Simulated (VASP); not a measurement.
```
HfO2
1.0
    5.23836     0.00000     0.00000
    0.00000     5.04716     0.00000
    0.00000     0.00000     5.05612
Hf O
4 8
Direct
  0.03000   0.26700   0.25000
  0.97000   0.73300   0.75000
  0.53000   0.73300   0.25000
  0.47000   0.26700   0.75000
  0.36100   0.06800   0.10600
  0.63900   0.93200   0.60600
  0.86100   0.93200   0.10600
  0.13900   0.06800   0.60600
  0.22900   0.53700   0.00000
  0.77100   0.46300   0.50000
  0.72900   0.46300   0.00000
  0.27100   0.53700   0.50000
```

Computed with PBE GGA, VASP's PBE PAW potentials (set 64) (plane waves; VASP). Numerical set-up: 400 eV cut-off, 3×3×3 Γ-centred mesh, Gaussian smearing of 0.27 eV, potentials Hf_pv O.

At this cut-off the stress carries a Pulay error, which pulls relaxed volumes low.

Question: Which forces act on the atoms, in eV/Å?

Answer: 
| atom | Fx | Fy | Fz |
|---|---|---|---|
| Hf1 | 0.125 | -0.225 | -0.059 |
| Hf2 | -0.125 | 0.225 | -0.059 |
| Hf3 | 0.125 | 0.225 | -0.059 |
| Hf4 | -0.125 | -0.225 | -0.059 |
| O5 | 0.169 | -0.099 | 0.000 |
| O6 | -0.169 | 0.099 | 0.000 |
| O7 | 0.169 | 0.099 | 0.000 |
| O8 | -0.169 | -0.099 | 0.000 |
| O9 | 0.072 | 0.023 | 0.059 |
| O10 | -0.072 | -0.023 | 0.059 |
| O11 | 0.072 | -0.023 | 0.059 |
| O12 | -0.072 | 0.023 | 0.059 |

Question: Give the stress tensor in GPa (positive for a compressed cell).

Answer: 
```
-2.65   0.00   0.00
 0.00  -4.23   0.00
 0.00   0.00  -3.05
```
The pressure is its mean diagonal, -3.31 GPa.

The structure was generated: HfO2 was put into an ordered model structure, which need not be its known phase. The cell was not relaxed at this level.
